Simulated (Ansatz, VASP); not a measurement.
## SbAu: VASP beside Ansatz

INCAR

```
SYSTEM = SbAu
  ALGO = Fast
  EDIFF = 1E-6
  ENCUT = 520
  GGA = PE
  ISIF = 2
  ISMEAR = -1
  LASPH = .True.
  LCHARG = .False.
  LREAL = .False.
  LWAVE = .False.
  NBANDS = 15
  NELM = 60
  PREC = Accurate
  SIGMA = 0.08
```

File KPOINTS:

```
k-points
0
Gamma
  10 10 10
  0 0 0
```

POSCAR

```
SbAu
1.0
    0.0000000000      3.1108764887      3.1108764887
    3.1108764887      0.0000000000      3.1108764887
    3.1108764887      3.1108764887      0.0000000000
Au Sb
1 1
Direct
    0.0000000000      0.0000000000      0.0000000000
    0.2500000000      0.2500000000      0.2500000000
```

Input for Ansatz:

```yaml
crystal:
  lattice:
    - [0.0, 3.1108764887, 3.1108764887]
    - [3.1108764887, 0.0, 3.1108764887]
    - [3.1108764887, 3.1108764887, 0.0]
  atoms:
    - { symbol: Au, position: [0.0, 0.0, 0.0] }
    - { symbol: Sb, position: [0.25, 0.25, 0.25] }
kpoints:
  mp_grid: { grid: [10, 10, 10] }
scf:
  occupations: { method: fermi_dirac, width: 0.08 }
hamiltonian:
  xc: pbe
  pseudopotentials:
    kind: all_electron
    lapw: { basis_error: 0.001 }
    nuclear_model: point
output:
  forces: true
  stress: true
  eigenvalues: true
```

Alike in both runs: task single point; functional PBE; k mesh 10 × 10 × 10; occupations fermi-dirac, width 0.08 eV; no spin polarisation.

|  | VASP | Ansatz |
| --- | --- | --- |
| version | VASP 6.6.1 | Ansatz 0.2.0 |
| potentials or method | VASP PAW PBE potentials, release 64 (Au, Sb) | all-electron LAPW, scalar-relativistic |
| plane-wave cutoff (eV) | 520 | see its input |

```tsv
	VASP	Ansatz	Ansatz less VASP
pressure (GPa)	-0.3	0.0	+0.23
```

Ansatz ran all-electron here, so the differences hold the error of VASP's frozen core and of both bases.

Spin-orbit coupling is left out, which matters for the levels of Au, Sb.
